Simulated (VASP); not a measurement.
Data:

```xyz
3
Lattice="0.0000 2.7306 2.7306 2.7306 0.0000 2.7306 2.7306 2.7306 0.0000" Properties=species:S:1:pos:R:3 pbc="T T T"
Ce     0.0000     0.0000     0.0000
O      1.3653     1.3653     1.3653
O      4.0959     4.0959     4.0959
```

Calculation: PBE GGA, VASP's PBE PAW potentials (set 64) (plane waves; VASP). Settings: 520 eV cut-off, Gaussian smearing of 0.050 eV, potentials Ce O.

### Question
Give the energies of bands 7 to 15 at the high-symmetry points, in eV from the valence-band maximum.

### Answer

```csv
band,Γ,X,U,L,W
7,-3.72,-3.81,-3.17,-2.87,-2.86
8,-3.72,-1.20,-1.70,-2.87,-2.24
9,-3.72,-1.20,-1.35,-1.26,-1.04
10,-0.58,-0.75,-1.28,-1.19,-1.04
11,-0.58,-0.75,-0.72,-0.79,-0.69
12,-0.58,-0.59,-0.30,-0.79,-0.63
13,2.17,1.90,1.94,1.86,1.93
14,2.17,1.99,2.02,2.03,2.04
15,2.17,1.99,2.06,2.03,2.04
```

The gap is indirect, 1.86 eV, from the valence maximum at K-Γ at 0.29 to the conduction minimum at L.

The compound is CeO2 in the fluorite structure. It was relaxed first. The run is not spin-polarised, so no magnetic state was tried.
